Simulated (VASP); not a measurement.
VASP ran on this input.

**POSCAR**
```
BBi
1
    0.0000000000     2.6789106839     2.6789106839
    2.6789106839     0.0000000000     2.6789106839
    2.6789106839     2.6789106839     0.0000000000
B Bi
1 1
Direct
  0.0000000000   0.0000000000   0.0000000000
  0.2500000000   0.2500000000   0.2500000000
```

INCAR:
```
# general
SYSTEM  = BBi
PREC    = Accurate
ENCUT   = 620
LREAL   = .FALSE.
LASPH   = .TRUE.

# electronic loop
EDIFF   = 1E-6
NELM    = 100
ALGO    = Normal
LMAXMIX = 4

# smearing
ISMEAR  = 0
SIGMA   = 0.05

# functional
GGA     = PS

# ions
IBRION  = 2
NSW     = 40
ISIF    = 3
EDIFFG  = -0.02
PSTRESS = 100

# output
LWAVE   = .FALSE.
LCHARG  = .FALSE.
```

KPOINTS:
```
Automatic mesh
0
Gamma
9 9 9
0 0 0
```

POTCAR, in this order: B Bi_d (PBE.64 set). Program: vasp_std.

Problem. Translate this PBEsol calculation to Quantum ESPRESSO's pw.x.

Solution. One equivalent input (not run):
```
&CONTROL
  calculation = 'vc-relax'
  pseudo_dir = './pseudo'
  outdir = './out'
  tprnfor = .true.
  tstress = .true.
  nstep = 40
  forc_conv_thr = 0.00078
/
&SYSTEM
  ibrav = 0
  nat = 2
  ntyp = 2
  ecutwfc = 76
  occupations = 'smearing'
  smearing = 'gaussian'
  degauss = 0.003675
  input_dft = 'pbesol'
/
&ELECTRONS
  conv_thr = 7.3e-08
  electron_maxstep = 100
/
&IONS
/
&CELL
  press = 100
/
ATOMIC_SPECIES
  B 10.810 B.upf
  Bi 208.980 Bi.upf
CELL_PARAMETERS angstrom
     0.0000000    2.6789107    2.6789107
     2.6789107    0.0000000    2.6789107
     2.6789107    2.6789107    0.0000000
ATOMIC_POSITIONS crystal
  B    0.0000000  0.0000000  0.0000000
  Bi   0.2500000  0.2500000  0.2500000
K_POINTS automatic
  9 9 9 0 0 0
```
What does not carry over: the potentials are each code's own (VASP's PAW set, PseudoDojo norm-conserving files in pw.x), so ENCUT and ecutwfc are chosen apart and not converted; conv_thr bounds pw.x's estimated SCF error, while EDIFF bounds the energy change between steps; forc_conv_thr acts on force components and is met together with etot_conv_thr.

The structure was generated: BBi was put into the zinc blende type (F-43m), which need not be its known phase. This run relaxes it under an external pressure of 10 GPa. Symmetry was kept, so distortions that lower it aren't found.
